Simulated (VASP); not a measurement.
Write the native input for VASP 6.6.1 that does the following.

* Task: relaxation of cell and atoms
* Functional: RPBE
* Potentials or basis: VASP PAW PBE potentials, release 64 (Al)
* Cutoff: 600 eV
* k mesh: 16 × 16 × 16
* Occupations: methfessel-paxton, width 0.1 eV
* Spin: no spin polarisation
* Further INCAR settings: ALGO = Normal; EDIFF = 1e-06; IBRION = 2; EDIFFG = -0.01; NSW = 90; ISIF = 3

The structure of Al lies in POSCAR:

```
Al
1.0
    0.0000000000      2.0248050000      2.0248050000
    2.0248050000      0.0000000000      2.0248050000
    2.0248050000      2.0248050000      0.0000000000
Al
1
Direct
    0.0000000000      0.0000000000      0.0000000000
```

One way to write it, as run:

INCAR

```
PREC = Accurate
ENCUT = 600
EDIFF = 1E-6
ISMEAR = 1
SIGMA = 0.1
LREAL = False
LASPH = True
NELM = 80
ALGO = Normal
ISIF = 3
LWAVE = False
LCHARG = False
GGA = RP
IBRION = 2
NSW = 90
EDIFFG = -0.01
```

KPOINTS

```
Automatic mesh
0
Gamma
  16 16 16
```

Potentials or basis: VASP PAW PBE potentials, release 64 (Al).

Run with:

```bash
$ cat potpaw_PBE.64/Al/POTCAR > POTCAR
$ mpirun -np 1 vasp_std > vasp.out
```

Results of the run:

```
Relaxed volume                         : 16.75 Å³/atom
Relaxed cell                           : a = 2.872 Å, b = 2.872 Å, c = 2.872 Å, α = 60.00°, β = 60.00°, γ = 60.00°
Space group after relaxing (to 0.05 Å) : Fm-3m (No. 225)
Energy gained by relaxing              : 0.3 meV/atom
Ionic steps                            : 3
Pressure after relaxing                : 0.0 GPa
Band gap on the k mesh                 : none (metal or under the smearing width)
```

Caveat: the PAW data sets were made with another functional, which shifts forces and pressure a little.

Wall time 5.5 s on 1 thread of Intel(R) Xeon(R) 6975P-C (Granite Rapids), with other jobs on the host, peak memory 0.13 GiB.
